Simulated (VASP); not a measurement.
Here is the system:

```
CELL_PARAMETERS angstrom
      5.25918     0.00000     0.00000
      0.00000     5.25918     0.00000
      0.00000     0.00000     5.25918
ATOMIC_POSITIONS crystal
  Zr 0.14761 0.14761 0.14761
  Zr 0.64761 0.35239 0.85239
  Zr 0.85239 0.64761 0.35239
  Zr 0.35239 0.85239 0.64761
  Si 0.84122 0.84122 0.84122
  Si 0.34122 0.65878 0.15878
  Si 0.15878 0.34122 0.65878
  Si 0.65878 0.15878 0.34122
```

Method: PBEsol GGA, VASP's PBE PAW potentials (set 64) (plane waves; VASP 6.6.1). Numerical set-up: 400 eV cut-off, Gaussian smearing of 0.050 eV, potentials Zr_sv Si.

**Question.** Give the energies of bands 24 to 37 at the high-symmetry points, in eV from the Fermi level.

**Answer.** 
| band | Γ | X | M | R | X1 |
|---|---|---|---|---|---|
| 24 | -2.31 | -2.62 | -2.87 | -3.98 | -2.62 |
| 25 | -2.31 | -1.87 | -2.69 | -1.11 | -1.87 |
| 26 | -2.31 | -1.87 | -2.69 | -1.11 | -1.87 |
| 27 | -1.40 | -1.32 | -1.67 | -1.11 | -1.32 |
| 28 | -1.09 | -1.32 | -1.67 | -1.11 | -1.32 |
| 29 | -1.09 | -0.61 | -0.27 | -1.06 | -0.61 |
| 30 | -0.35 | -0.61 | -0.27 | -1.06 | -0.61 |
| 31 | -0.35 | -0.22 | 0.12 | -1.06 | -0.22 |
| 32 | -0.35 | -0.22 | 0.12 | -1.06 | -0.22 |
| 33 | 0.23 | 0.20 | 0.94 | 1.88 | 0.20 |
| 34 | 0.23 | 0.20 | 0.94 | 1.88 | 0.20 |
| 35 | 0.23 | 1.33 | 1.45 | 1.88 | 1.33 |
| 36 | 2.85 | 1.33 | 1.45 | 1.88 | 1.33 |
| 37 | 2.85 | 2.94 | 1.64 | 2.52 | 2.94 |

It has no gap at this level: it comes out as a metal or semimetal.

The structure was generated: ZrSi was put into the FeSi type (P2_13), which need not be its known phase. It was relaxed first, which changed the volume by +7 %.
